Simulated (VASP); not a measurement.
Output of a VASP run:

### OSZICAR
```
       N       E                     dE             d eps       ncg     rms          rms(c)
DAV:   1    -0.650523264177E+01   -0.65052E+01   -0.10370E+00   416   0.801E+00    0.895E+00
DAV:   2    -0.651290402945E+01   -0.76714E-02   -0.37520E-02   491   0.234E+00    0.581E+00
DAV:   3    -0.651252357541E+01    0.38045E-03   -0.17609E-03   594   0.490E-01    0.358E+00
DAV:   4    -0.651234368037E+01    0.17990E-03   -0.12487E-04   461   0.125E-01    0.214E+00
DAV:   5    -0.651228838458E+01    0.55296E-04   -0.38339E-05   446   0.555E-02    0.127E+00
DAV:   6    -0.651227424822E+01    0.14136E-04   -0.10915E-05   466   0.296E-02    0.761E-01
DAV:   7    -0.651227020329E+01    0.40449E-05   -0.20461E-06   345   0.144E-02    0.455E-01
DAV:   8    -0.651226915396E+01    0.10493E-05   -0.81722E-07   238   0.902E-03    0.272E-01
DAV:   9    -0.651226921050E+01   -0.56545E-07   -0.33310E-07   238   0.531E-03
   1 F= -.65122692E+01 E0= -.65122692E+01  d E =-.121340E-10
```

OUTCAR:
```
------------------------ aborting loop because EDIFF is reached ----------------------------------------
  FORCE on cell =-STRESS in cart. coord.  units (eV):
  Direction    XX          YY          ZZ          XY          YZ          ZX
  --------------------------------------------------------------------------------------
  Total       -0.6652428     -0.6652428     -0.6652428      0.0000000      0.0000000     -0.0000000
  in kB      -15.1163497    -15.1163497    -15.1163497      0.0000000      0.0000000     -0.0000000
  external PRESSURE =     -15.1163497 kB  Pullay stress =       0.0000000 kB
  volume of cell :       70.51
      direct lattice vectors                 reciprocal lattice vectors
     0.000000000  3.278973779  3.278973779    -0.152486733  0.152486733  0.152486733
     3.278973779  0.000000000  3.278973779     0.152486733 -0.152486733  0.152486733
     3.278973779  3.278973779  0.000000000     0.152486733  0.152486733 -0.152486733
  FREE ENERGIE OF THE ION-ELECTRON SYSTEM (eV)
  ---------------------------------------------------
  free  energy   TOTEN  =        -6.5122692105 eV

  energy  without entropy=       -6.5122692105  energy(sigma->0) =       -6.51226921

  exchange ACFDT corr.  =         0.00000000  see jH, gK, PRB 81, 115126
```
(Selected blocks of OUTCAR.)

**POSCAR**
```
CdTe
1
    0.0000000000     3.2789737787     3.2789737787
    3.2789737787     0.0000000000     3.2789737787
    3.2789737787     3.2789737787     0.0000000000
Cd Te
1 1
Direct
  0.0000000000   0.0000000000   0.0000000000
  0.2500000000   0.2500000000   0.2500000000
```

Problem. Reconstruct the remaining input files.

Solution. This is not unique; one that fits is the input of the run itself, HSEsol screened hybrid, plane waves, VASP's PBE PAW potentials (set 64).

File KPOINTS:
```
Regular mesh
0
gamma
6 6 6
```

### INCAR
```
! general
SYSTEM  =CdTe
PREC    =Accurate
ENCUT   =520
LREAL   =F   ! projection in real space or not
LASPH   =T   ! aspherical one-centre terms
ISYM    =3

! electronic loop
EDIFF   =1E-6   ! SCF stop (eV)
NELM    =60
ALGO    =Normal   ! blocked Davidson
LMAXMIX =4

! smearing
ISMEAR  =0
SIGMA   =0.05   ! width (eV)

! functional
GGA     =PS   ! PBEsol
LHFCALC =T
AEXX    =0.25
HFSCREEN=0.2   ! 1/Angstrom
PRECFOCK=Fast

! ions
ISIF    =2   ! forces and stress, cell fixed

! output
LWAVE   =F
LCHARG  =F
```

POTCAR, in this order: Cd Te (PBE.64 set). Program: vasp_std. Read from the step before: WAVECAR.

The compound is CdTe in the zinc blende structure. This cell is one point of a volume scan, at 0.97 of the reference volume. The cell's shape comes from a PBE relaxation.
